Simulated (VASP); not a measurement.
```
CELL_PARAMETERS angstrom
      4.23810     0.00000     0.00000
      0.00000     4.23810     0.00000
      0.00000     0.00000     6.02710
ATOMIC_POSITIONS crystal
  Ga 0.50000 0.00000 0.72569
  Ga 0.00000 0.50000 0.27431
  Bi 0.00000 0.00000 0.00000
  As 0.50000 0.50000 0.50000
```

The numbers are results of r2SCAN meta-GGA, VASP's PBE PAW potentials (set 64) (plane waves; VASP), not measurements. Numerical set-up: 400 eV cut-off, 8×8×6 Γ-centred mesh, tetrahedra with Blöchl corrections, potentials Ga_d Bi_d As.

Unless said otherwise, spin-orbit coupling is left out, though it shifts the bands of the heavy elements here.

Problem. Tabulate the total density of states (states/eV per cell) against energy (eV; zero at the valence-band maximum or, without a gap, the Fermi level).

Solution. 
(E (eV), DOS (states/eV)): (-9.98, 0.00); (-9.78, 0.00); (-9.57, 0.00); (-9.25, 0.00); (-9.05, 0.00); (-8.84, 0.00); (-8.63, 0.00); (-8.42, 0.00); (-8.21, 0.00); (-7.90, 0.00); (-7.69, 0.00); (-7.48, 0.00); (-7.27, 0.00); (-7.06, 1.03); (-6.75, 3.80); (-6.54, 2.09); (-6.33, 1.57); (-6.12, 1.30); (-5.92, 1.03); (-5.60, 0.79); (-5.39, 0.68); (-5.19, 0.57); (-4.98, 0.48); (-4.77, 0.43); (-4.56, 0.38); (-4.25, 0.31); (-4.04, 0.42); (-3.83, 2.33); (-3.62, 2.87); (-3.41, 2.37); (-3.10, 3.15); (-2.89, 3.03); (-2.68, 3.46); (-2.47, 3.67); (-2.27, 2.47); (-1.95, 1.87); (-1.74, 2.02); (-1.54, 2.18); (-1.33, 1.62); (-1.12, 1.62); (-0.91, 1.82); (-0.60, 0.86); (-0.39, 0.42); (-0.18, 0.12); (0.03, 0.00); (0.24, 0.02); (0.55, 0.19); (0.76, 0.52); (0.97, 0.85); (1.18, 1.31); (1.39, 1.82); (1.70, 2.89); (1.91, 2.86); (2.12, 2.54); (2.32, 3.04); (2.53, 2.56); (2.74, 1.12); (3.05, 1.09); (3.26, 1.72); (3.47, 2.06)
Within 2 eV below the Fermi level the largest weight inside VASP's projection spheres is Bi p, then Ga p.

The structure comes from a computed database's Ga2BiAs entry (P-4m2); how it stands against other phases isn't given here. It was relaxed first.
